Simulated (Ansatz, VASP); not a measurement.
## W (W(100) film of 4 layers): VASP beside Ansatz

Wanted: the spread between two codes on one cell, functional and k mesh. The cell is taken from a series of runs on this material, whose earlier steps may have relaxed, scaled, displaced or heated it; both programs get it as it stands.

Method: plane waves, with VASP 6.6.1 beside it; PBEsol, in Ansatz 0.2.0.

## (1) Starting point

The cell holds 4 atoms: 4 W. Cell: a = 3.077 Å, b = 3.077 Å, c = 33.280 Å, α = 90.0°, β = 90.0°, γ = 90.0°. It derives from W. Vacuum lies along c.

As a file:

```
W
1.0
     3.07697    0.00000    0.00000
     0.00000    3.07697    0.00000
     0.00000    0.00000   33.28000
W
4
Direct
  0.00000 0.00000 0.16751
  0.50000 0.50000 0.21069
  0.00000 0.00000 0.26227
  0.50000 0.50000 0.30545
```

## (2) VASP: zone-centre phonons, PBEsol

Second derivatives magnify differences that forces hide, and they need a tight electronic threshold.

Lines of VASP's logs that name or quote its potential files are left out, and so is its time.

The input, INCAR:

```
SYSTEM = W
PREC = Accurate
ENCUT = 600
EDIFF = 1E-08
NELM = 120
ISMEAR = 1
SIGMA = 0.2
LREAL = .FALSE.
ALGO = Normal
GGA = PS
NBANDS = 18
LASPH = .TRUE.
LORBIT = 11
LWAVE = .FALSE.
LCHARG = .FALSE.
ISIF = 2
IBRION = 8
GGA_COMPAT = .FALSE.
NELMDL = -8
KPAR = 2
```

The input, POSCAR:

```
W
1.0
    3.0769732436      0.0000000000      0.0000000000
    0.0000000000      3.0769732436      0.0000000000
    0.0000000000      0.0000000000     33.2799998984
W
4
Direct
    0.0000000000      0.0000000000      0.1675064206
    0.5000000000      0.5000000000      0.2106867909
    0.0000000000      0.0000000000      0.2622699413
    0.5000000000      0.5000000000      0.3054503116
```

The input, KPOINTS:

```
Automatic mesh
0
Gamma
6 6 1
0 0 0
```

PAW data sets: W (PBE family, release 64).

Run with:

```bash
$ mpirun -np 2 vasp_std
```

Numbers of over 12 decimals in the logs are rounded to 6 here.

The program printed:

```text
[banner, memory and clock lines left out]
running    2 mpi-ranks, on    1 nodes
 distrk:  each k-point on    1 cores,    2 groups
 distr:  one band on    1 cores,    1 groups

 POSCAR found type information on POSCAR W
 POSCAR found :  1 types and       4 ions
|                                                                             |
|               ----> ADVICE to this user running VASP <----                  |
|                                                                             |
|     You enforced a specific xc type in the INCAR file but a different       |
|     [... a line on the potential file left out ...]
|     I HOPE YOU KNOW WHAT YOU ARE DOING!                                     |
|                                                                             |

 LDA part: xc-table for (Slater+PW92), standard interpolation
 POSCAR, INCAR and KPOINTS ok, starting setup
 FFT: planning ... GRIDC
 FFT: planning ... GRID_SOFT
 FFT: planning ... GRID
 WAVECAR not read
 entering main loop
       N       E                     dE             d eps       ncg     rms          rms(c)
DAV:   1     0.146499105263E+03    0.14650E+03   -0.84388E+03   360   0.108E+03
DAV:   2    -0.331541286841E+02   -0.17965E+03   -0.17186E+03   572   0.199E+02
DAV:   3    -0.537676192049E+02   -0.20613E+02   -0.20137E+02   454   0.759E+01
DAV:   4    -0.546639102474E+02   -0.89629E+00   -0.87368E+00   582   0.158E+01
DAV:   5    -0.546906050127E+02   -0.26695E-01   -0.26598E-01   576   0.241E+00
DAV:   6    -0.546910142148E+02   -0.40920E-03   -0.40879E-03   608   0.312E-01
DAV:   7    -0.546910276018E+02   -0.13387E-04   -0.13391E-04   574   0.438E-02
DAV:   8    -0.546910281209E+02   -0.51906E-06   -0.51899E-06   608   0.662E-03    0.396E+01
DAV:   9    -0.522343606892E+02    0.24567E+01   -0.26806E+01   544   0.211E+01    0.213E+01
DAV:  10    -0.595924272527E+02   -0.73581E+01   -0.91860E+01   578   0.450E+01    0.183E+01
DAV:  11    -0.501033904154E+02    0.94890E+01   -0.70203E+01   558   0.327E+01    0.194E+00
DAV:  12    -0.502427869085E+02   -0.13940E+00   -0.17340E+00   500   0.759E+00    0.194E+00
DAV:  13    -0.502342166316E+02    0.85703E-02   -0.79853E-02   598   0.144E+00    0.151E+00
DAV:  14    -0.502299643635E+02    0.42523E-02   -0.83543E-03   602   0.466E-01    0.107E+00
[...]
DAV:  24    -0.502266056119E+02   -0.17977E-04   -0.23101E-06   546   0.760E-03    0.348E-03
DAV:  25    -0.502266099291E+02   -0.43172E-05   -0.27834E-07   570   0.247E-03    0.111E-03
DAV:  26    -0.502266140691E+02   -0.41400E-05   -0.10566E-07   324   0.825E-04    0.117E-03
DAV:  27    -0.502266147319E+02   -0.66275E-06   -0.19289E-08   326   0.526E-04    0.347E-04
DAV:  28    -0.502266151631E+02   -0.43122E-06   -0.95786E-09   262   0.401E-04    0.323E-04
DAV:  29    -0.502266152955E+02   -0.13236E-06   -0.41863E-09   262   0.316E-04    0.123E-04
DAV:  30    -0.502266153088E+02   -0.13378E-07   -0.51846E-10   250   0.124E-04    0.701E-05
DAV:  31    -0.502266153105E+02   -0.16312E-08   -0.52800E-11   204   0.134E-04
   1 F= -.50226615E+02 E0= -.50232033E+02  d E =0.162534E-01
 Linear response reoptimize wavefunctions to high precision
DAV:   1    -0.502266153241E+02   -0.13641E-07    0.21524E-10   248   0.870E-05
DAV:   2    -0.502266153242E+02   -0.10914E-09    0.38674E-10   204   0.299E-05
DAV:   3    -0.502266153241E+02    0.14006E-09    0.40061E-10   204   0.177E-05
 Linear response DOF=           4
 Linear response progress:
  Degree of freedom:   1/  4
       N       E                     dE             d eps       ncg     rms          rms(c)
RMM:   1    -0.118115163746E+00   -0.11812E+00   -0.89195E-02   983   0.169E+00
RMM:   2    -0.118909410076E+00   -0.79425E-03   -0.20910E-03   891   0.296E-01    0.168E-01
RMM:   3    -0.118401558937E+00    0.50785E-03   -0.55368E-04   972   0.104E-01    0.983E-02
RMM:   4    -0.118379566555E+00    0.21992E-04   -0.43124E-04   926   0.108E-01    0.536E-02
RMM:   5    -0.118277050480E+00    0.10252E-03   -0.13777E-04   978   0.419E-02    0.157E-02
RMM:   6    -0.118272342085E+00    0.47084E-05   -0.82764E-06  1029   0.131E-02    0.395E-03
RMM:   7    -0.118267854745E+00    0.44873E-05    0.61417E-07  1058   0.647E-03    0.207E-03
RMM:   8    -0.118267434579E+00    0.42017E-06   -0.14833E-06  1046   0.295E-03    0.660E-04
RMM:   9    -0.118266633667E+00    0.80091E-06    0.34300E-07  1109   0.106E-03    0.329E-04
RMM:  10    -0.118266297798E+00    0.33587E-06    0.29199E-07  1106   0.450E-04    0.136E-04
RMM:  11    -0.118265907749E+00    0.39005E-06    0.49119E-07  1111   0.287E-04    0.851E-05
RMM:  12    -0.118265750010E+00    0.15774E-06    0.17711E-07  1090   0.184E-04    0.174E-05
RMM:  13    -0.118265722500E+00    0.27510E-07    0.62812E-08  1232   0.128E-04    0.957E-06
RMM:  14    -0.118265709407E+00    0.13093E-07   -0.11599E-07  1099   0.110E-04    0.392E-06
RMM:  15    -0.118265713003E+00   -0.35957E-08   -0.22676E-08  1184   0.100E-04    0.156E-06
 first order change of Fermi-energy  -0.57613E-02
 force on displaced ion       1 direction 1 :  -2.971   0.000  -0.225
 Linear response progress:
  Degree of freedom:   2/  4
       N       E                     dE             d eps       ncg     rms          rms(c)
RMM:   1    -0.155566390722E+00   -0.15557E+00   -0.97404E-02   636   0.173E+00
RMM:   2    -0.153397279038E+00    0.21691E-02   -0.27631E-03   559   0.353E-01    0.350E-01
RMM:   3    -0.153156814915E+00    0.24046E-03   -0.75126E-03   599   0.364E-01    0.288E-01
RMM:   4    -0.152632210855E+00    0.52460E-03   -0.46812E-03   581   0.289E-01    0.200E-01
RMM:   5    -0.157046708023E+00   -0.44145E-02   -0.61282E-03   667   0.248E-01    0.317E-01
RMM:   6    -0.152655081727E+00    0.43916E-02   -0.54656E-03   652   0.239E-01    0.652E-02
RMM:   7    -0.152575323273E+00    0.79758E-04   -0.28714E-04   618   0.754E-02    0.272E-02
RMM:   8    -0.152502260551E+00    0.73063E-04   -0.57422E-05   600   0.343E-02    0.638E-03
RMM:   9    -0.152506616094E+00   -0.43555E-05    0.18068E-05   650   0.934E-03    0.182E-03
RMM:  10    -0.152505496380E+00    0.11197E-05    0.25668E-07   654   0.312E-03    0.168E-03
RMM:  11    -0.152505274901E+00    0.22148E-06   -0.67416E-06   634   0.144E-03    0.649E-04
RMM:  12    -0.152504701285E+00    0.57362E-06    0.24099E-07   645   0.103E-03    0.898E-05
RMM:  13    -0.152504444275E+00    0.25701E-06   -0.25218E-06   691   0.374E-04    0.916E-05
RMM:  14    -0.152504317973E+00    0.12630E-06   -0.19351E-07   659   0.185E-04    0.405E-05
RMM:  15    -0.152504202377E+00    0.11560E-06    0.15956E-07   701   0.154E-04    0.208E-05
RMM:  16    -0.152504169634E+00    0.32743E-07    0.32741E-08   726   0.107E-04    0.177E-05
RMM:  17    -0.152504119353E+00    0.50281E-07    0.22883E-08   704   0.114E-04    0.128E-05
RMM:  18    -0.152504068292E+00    0.51062E-07   -0.14432E-08   722   0.992E-05    0.711E-06
RMM:  19    -0.152504073033E+00   -0.47418E-08   -0.42482E-08   707   0.812E-05    0.261E-06
 first order change of Fermi-energy  -0.33511E+00
 force on displaced ion       1 direction 3 :   0.000  -0.000 -12.858
 Linear response progress:
  Degree of freedom:   3/  4
       N       E                     dE             d eps       ncg     rms          rms(c)
RMM:   1    -0.114647890204E+00   -0.11465E+00   -0.82362E-02  1088   0.176E+00
RMM:   2    -0.115136817483E+00   -0.48893E-03   -0.31293E-03   916   0.360E-01    0.191E-01
RMM:   3    -0.114777892167E+00    0.35893E-03   -0.69516E-04   994   0.114E-01    0.111E-01
RMM:   4    -0.115077718355E+00   -0.29983E-03   -0.48184E-04   946   0.118E-01    0.643E-02
RMM:   5    -0.114924530178E+00    0.15319E-03   -0.15322E-04   966   0.473E-02    0.170E-02
RMM:   6    -0.114930097238E+00   -0.55671E-05   -0.12507E-05  1040   0.154E-02    0.420E-03
RMM:   7    -0.114931858364E+00   -0.17611E-05    0.12321E-06  1058   0.632E-03    0.215E-03
RMM:   8    -0.114931712517E+00    0.14585E-06   -0.90393E-07  1062   0.284E-03    0.997E-04
RMM:   9    -0.114931642285E+00    0.70232E-07    0.62604E-07  1081   0.129E-03    0.345E-04
RMM:  10    -0.114931506543E+00    0.13574E-06    0.34456E-07  1143   0.493E-04    0.150E-04
RMM:  11    -0.114931264984E+00    0.24156E-06    0.51849E-07  1139   0.265E-04    0.756E-05
RMM:  12    -0.114931133428E+00    0.13156E-06    0.27014E-07  1138   0.147E-04    0.224E-05
RMM:  13    -0.114931116805E+00    0.16623E-07    0.37097E-08  1233   0.996E-05    0.606E-06
RMM:  14    -0.114931113509E+00    0.32966E-08   -0.11617E-07  1173   0.786E-05    0.290E-06
RMM:  15    -0.114931119954E+00   -0.64454E-08   -0.11706E-07  1243   0.715E-05    0.114E-06
RMM:  16    -0.114931118552E+00    0.14023E-08   -0.52196E-09  1180   0.689E-05    0.549E-07
 first order change of Fermi-energy   0.44577E-02
 force on displaced ion       2 direction 1 :  -7.530   0.000  -0.249
 Linear response progress:
  Degree of freedom:   4/  4
       N       E                     dE             d eps       ncg     rms          rms(c)
RMM:   1    -0.154853791649E+00   -0.15485E+00   -0.77124E-02   716   0.185E+00
RMM:   2    -0.152776995317E+00    0.20768E-02   -0.51357E-03   569   0.433E-01    0.319E-01
RMM:   3    -0.160866645308E+00   -0.80896E-02   -0.18890E-02   681   0.478E-01    0.529E-01
RMM:   4    -0.151768317555E+00    0.90983E-02   -0.12631E-02   641   0.366E-01    0.246E-01
RMM:   5    -0.151841546700E+00   -0.73229E-04   -0.35018E-03   594   0.233E-01    0.141E-01
RMM:   6    -0.151693382908E+00    0.14816E-03   -0.12229E-03   564   0.155E-01    0.356E-02
RMM:   7    -0.151704234946E+00   -0.10852E-04   -0.12388E-04   584   0.568E-02    0.229E-02
RMM:   8    -0.151675050837E+00    0.29184E-04   -0.25341E-05   631   0.216E-02    0.754E-03
RMM:   9    -0.151680157630E+00   -0.51068E-05    0.10163E-06   647   0.968E-03    0.182E-03
RMM:  10    -0.151680125239E+00    0.32391E-07    0.28156E-06   662   0.237E-03    0.944E-04
RMM:  11    -0.151680146385E+00   -0.21146E-07   -0.13181E-06   645   0.885E-04    0.337E-04
RMM:  12    -0.151679662008E+00    0.48438E-06   -0.88819E-07   674   0.619E-04    0.195E-04
RMM:  13    -0.151679656373E+00    0.56349E-08   -0.24517E-07   647   0.514E-04    0.134E-04
RMM:  14    -0.151679808960E+00   -0.15259E-06   -0.83516E-07   671   0.366E-04    0.656E-05
RMM:  15    -0.151679903814E+00   -0.94854E-07   -0.87944E-08   711   0.199E-04    0.361E-05
RMM:  16    -0.151679936908E+00   -0.33094E-07   -0.13956E-07   685   0.152E-04    0.222E-05
RMM:  17    -0.151679890576E+00    0.46332E-07   -0.10484E-07   712   0.138E-04    0.120E-05
RMM:  18    -0.151679890947E+00   -0.37047E-09    0.89127E-09   708   0.130E-04    0.753E-06
 first order change of Fermi-energy   0.36246E+00
 force on displaced ion       2 direction 3 :   0.000   0.000 -16.892
 Linear response finished
```

From OUTCAR (step 2):

```text
ion  position               nearest neighbor table
   1  0.000  0.000  0.168-   2 2.61   2 2.61   2 2.61   2 2.61   3 3.15
   2  0.500  0.500  0.211-   1 2.61   1 2.61   1 2.61   1 2.61   3 2.77   3 2.77   3 2.77   3 2.77
                             4 3.15
   3  0.000  0.000  0.262-   4 2.61   4 2.61   4 2.61   4 2.61   2 2.77   2 2.77   2 2.77   2 2.77
                             1 3.15
   4  0.500  0.500  0.305-   3 2.61   3 2.61   3 2.61   3 2.61   2 3.15

  LATTYP: Found a simple tetragonal cell.
 ALAT       =     3.0769732436
 C/A-ratio  =    10.8158236240

 Subroutine GETGRP returns: Found 16 space group operations
 (whereof  8 operations were pure point group operations)

The static configuration has the point symmetry C_4v.
 The point group associated with its full space group is D_4h.

 Found     10 irreducible k-points:

   k-points           NKPTS =     10   k-points in BZ     NKDIM =     10   number of bands    NBANDS=     18

   dimension x,y,z NGX =    28 NGY =   28 NGZ =  270
   dimension x,y,z NGXF=    56 NGYF=   56 NGZF=  540

   ENCUT  =  600.0 eV  44.10 Ry    6.64 a.u.   6.15  6.15 66.47*2*pi/ulx,y,z

   NELECT =      24.0000    total number of electrons

 k-points in reciprocal lattice and weights: Automatic mesh
   0.00000000  0.00000000  0.00000000       0.028
   0.16666667  0.00000000  0.00000000       0.111
   0.33333333  0.00000000  0.00000000       0.111
   0.50000000  0.00000000  0.00000000       0.056
   0.16666667  0.16666667  0.00000000       0.111
   0.33333333  0.16666667  0.00000000       0.222
   0.50000000  0.16666667  0.00000000       0.111
   0.33333333  0.33333333  0.00000000       0.111
   0.50000000  0.33333333  0.00000000       0.111
   0.50000000  0.50000000  0.00000000       0.028

 average (electrostatic) potential at core
       1 -46.6581       2 -46.6729       3 -46.6729       4 -46.6581

  Total       -1.4793774     -1.4793774     -0.3118770      0.0000000      0.0000000      0.0000000
  in kB       -7.5224412     -7.5224412     -1.5858541      0.0000000      0.0000000      0.0000000
  external PRESSURE =      -5.5435788 kB  Pullay stress =       0.0000000 kB

  energy-cutoff  :      600.00
  volume of cell :      315.09
      direct lattice vectors                 reciprocal lattice vectors
     3.076973244  0.000000000  0.000000000     0.324994701  0.000000000  0.000000000
     0.000000000  3.076973244  0.000000000     0.000000000  0.324994701  0.000000000
     0.000000000  0.000000000 33.279999898     0.000000000  0.000000000  0.030048077

 POSITION                                       TOTAL-FORCE (eV/Angst)
 -----------------------------------------------------------------------------------
      0.00000      0.00000      5.57461         0.000000     -0.000000     -0.000258
      1.53849      1.53849      7.01166         0.000000      0.000000      0.177520
      0.00000      0.00000      8.72834         0.000000      0.000000     -0.177520
      1.53849      1.53849     10.16539         0.000000     -0.000000      0.000258
 -----------------------------------------------------------------------------------
    total drift:                                0.000000      0.000000     -0.000001

 Eigenvectors and eigenvalues of the dynamical matrix
 ----------------------------------------------------

   1 f  =    5.831755 THz    36.641998 2PiTHz  194.526413 cm-1    24.118191 meV
             X         Y         Z           dx          dy          dz
      0.000000  0.000000  5.574614    -0.000000   -0.000000   -0.500003
      1.538487  1.538487  7.011656     0.000000    0.000000    0.499997
      0.000000  0.000000  8.728344    -0.000000   -0.000000    0.499997
      1.538487  1.538487 10.165386     0.000000    0.000000   -0.500003

   2 f  =    5.649636 THz    35.497709 2PiTHz  188.451567 cm-1    23.365006 meV
             X         Y         Z           dx          dy          dz
      0.000000  0.000000  5.574614    -0.000000   -0.000000   -0.327128
      1.538487  1.538487  7.011656     0.000000    0.000000    0.626887
      0.000000  0.000000  8.728344    -0.000000   -0.000000   -0.626887
      1.538487  1.538487 10.165386     0.000000    0.000000    0.327128

   3 f  =    4.250794 THz    26.708524 2PiTHz  141.791212 cm-1    17.579862 meV
             X         Y         Z           dx          dy          dz
      0.000000  0.000000  5.574614    -0.188847   -0.078152    0.000000
      1.538487  1.538487  7.011656     0.625481    0.258848   -0.000000
      0.000000  0.000000  8.728344    -0.625481   -0.258848    0.000000
      1.538487  1.538487 10.165386     0.188847    0.078152   -0.000000

   4 f  =    4.250794 THz    26.708524 2PiTHz  141.791212 cm-1    17.579862 meV
             X         Y         Z           dx          dy          dz
      0.000000  0.000000  5.574614    -0.078152    0.188847   -0.000000
      1.538487  1.538487  7.011656     0.258848   -0.625481    0.000000
      0.000000  0.000000  8.728344    -0.258848    0.625481    0.000000
      1.538487  1.538487 10.165386     0.078152   -0.188847    0.000000

   5 f  =    3.628492 THz    22.798488 2PiTHz  121.033467 cm-1    15.006231 meV
             X         Y         Z           dx          dy          dz
      0.000000  0.000000  5.574614    -0.000000    0.000000    0.626887
      1.538487  1.538487  7.011656     0.000000   -0.000000    0.327128
      0.000000  0.000000  8.728344    -0.000000    0.000000   -0.327128
      1.538487  1.538487 10.165386    -0.000000    0.000000   -0.626887

   6 f  =    2.516729 THz    15.813076 2PiTHz   83.949051 cm-1    10.408351 meV
             X         Y         Z           dx          dy          dz
      0.000000  0.000000  5.574614    -0.497801   -0.048075   -0.000000
      1.538487  1.538487  7.011656     0.497568    0.048053    0.000000
      0.000000  0.000000  8.728344     0.497568    0.048053   -0.000000
      1.538487  1.538487 10.165386    -0.497801   -0.048075    0.000000

   7 f  =    2.516729 THz    15.813076 2PiTHz   83.949051 cm-1    10.408351 meV
             X         Y         Z           dx          dy          dz
      0.000000  0.000000  5.574614     0.048075   -0.497801    0.000000
      1.538487  1.538487  7.011656    -0.048053    0.497568    0.000000
      0.000000  0.000000  8.728344    -0.048053    0.497568   -0.000000
      1.538487  1.538487 10.165386     0.048075   -0.497801   -0.000000

   8 f  =    1.874854 THz    11.780057 2PiTHz   62.538405 cm-1     7.753771 meV
             X         Y         Z           dx          dy          dz
      0.000000  0.000000  5.574614     0.479544    0.477773   -0.000000
      1.538487  1.538487  7.011656     0.144785    0.144250    0.000000
      0.000000  0.000000  8.728344    -0.144785   -0.144250   -0.000000
      1.538487  1.538487 10.165386    -0.479544   -0.477773   -0.000000

   9 f  =    1.874854 THz    11.780057 2PiTHz   62.538405 cm-1     7.753771 meV
             X         Y         Z           dx          dy          dz
      0.000000  0.000000  5.574614    -0.477773    0.479544    0.000000
      1.538487  1.538487  7.011656    -0.144250    0.144785   -0.000000
      0.000000  0.000000  8.728344     0.144250   -0.144785   -0.000000
      1.538487  1.538487 10.165386     0.477773   -0.479544   -0.000000

  10 f/i=    0.000036 THz     0.000226 2PiTHz    0.001198 cm-1     0.000149 meV
             X         Y         Z           dx          dy          dz
      0.000000  0.000000  5.574614    -0.000000    0.000000    0.499997
      1.538487  1.538487  7.011656    -0.000000    0.000000    0.500003
      0.000000  0.000000  8.728344    -0.000000    0.000000    0.500003
      1.538487  1.538487 10.165386    -0.000000    0.000000    0.499997

  11 f/i=    0.000587 THz     0.003687 2PiTHz    0.019573 cm-1     0.002427 meV
             X         Y         Z           dx          dy          dz
      0.000000  0.000000  5.574614    -0.087307   -0.492200    0.000000
      1.538487  1.538487  7.011656    -0.087348   -0.492430    0.000000
      0.000000  0.000000  8.728344    -0.087348   -0.492430    0.000000
      1.538487  1.538487 10.165386    -0.087307   -0.492200    0.000000

  12 f/i=    0.000587 THz     0.003687 2PiTHz    0.019573 cm-1     0.002427 meV
             X         Y         Z           dx          dy          dz
      0.000000  0.000000  5.574614    -0.492200    0.087307   -0.000000
      1.538487  1.538487  7.011656    -0.492430    0.087348   -0.000000
      0.000000  0.000000  8.728344    -0.492430    0.087348   -0.000000
      1.538487  1.538487 10.165386    -0.492200    0.087307   -0.000000

 ELASTIC MODULI CONTR FROM IONIC RELAXATION (kBar)
 Direction    XX          YY          ZZ          XY          YZ          ZX
 --------------------------------------------------------------------------------
 XX        -398.3663   -398.3663   -425.2807      0.0000     -0.0000     -0.0000
 YY        -398.3663   -398.3663   -425.2807      0.0000     -0.0000     -0.0000
 ZZ        -425.2807   -425.2807   -620.9274      0.0000     -0.0000     -0.0000
 XY           0.0000      0.0000      0.0000      0.0000      0.0000      0.0000
 YZ          -0.0000     -0.0000     -0.0000      0.0000   -182.3789     -0.0000
 ZX          -0.0000     -0.0000     -0.0000      0.0000     -0.0000   -126.1354
 --------------------------------------------------------------------------------
```

[end of part 1 of 2]

[Lines on the potential files, build, host, timing and source positions are cut from VASP's logs without a mark.]

[Logs are printed without paths, hosts, clocks, repeated set-up lines and the standing remarks that a program may print on its own settings, such as how far it seeks lower states.]

[Hosts, paths, dates, database ids (printed as entryN), source tags and the programs' standing remarks are cut or masked in the printed files.]
